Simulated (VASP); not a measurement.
Input:

```
HfB2
1.0
    1.56490    -2.71049     0.00000
    1.56490     2.71049     0.00000
    0.00000     0.00000     3.47682
Hf B
1 2
Direct
  0.00000   0.00000   0.00000
  0.33333   0.66667   0.50000
  0.66667   0.33333   0.50000
```

All values below come from r2SCAN+rVV10, VASP's PBE PAW potentials (set 64) (plane waves; VASP 6.6.1). Settings: 520 eV cut-off, 13×13×10 Γ-centred mesh, tetrahedra with Blöchl corrections, potentials Hf_pv B.

Unless said otherwise, spin-orbit coupling is left out, though it shifts the bands of the heavy elements here.

### Question
Tabulate the total density of states (states/eV per cell) against energy (eV; zero at the valence-band maximum or, without a gap, the Fermi level).

### Answer

(E (eV), DOS (states/eV)): (-9.98, 0.16); (-9.38, 0.51); (-8.90, 0.64); (-8.30, 0.59); (-7.70, 0.54); (-7.22, 0.69); (-6.62, 0.55); (-6.02, 1.33); (-5.54, 1.03); (-4.94, 1.25); (-4.34, 2.27); (-3.86, 1.18); (-3.26, 1.52); (-2.66, 0.88); (-2.18, 0.79); (-1.58, 0.54); (-0.98, 0.22); (-0.50, 0.11); (0.10, 0.32); (0.70, 0.57); (1.18, 0.90); (1.78, 1.00); (2.38, 0.93); (2.86, 1.13); (3.46, 1.12)
Within 2 eV below the Fermi level the largest weight inside VASP's projection spheres is Hf d, then B p.

The compound is HfB2 in the AlB2 type structure. It was relaxed first.
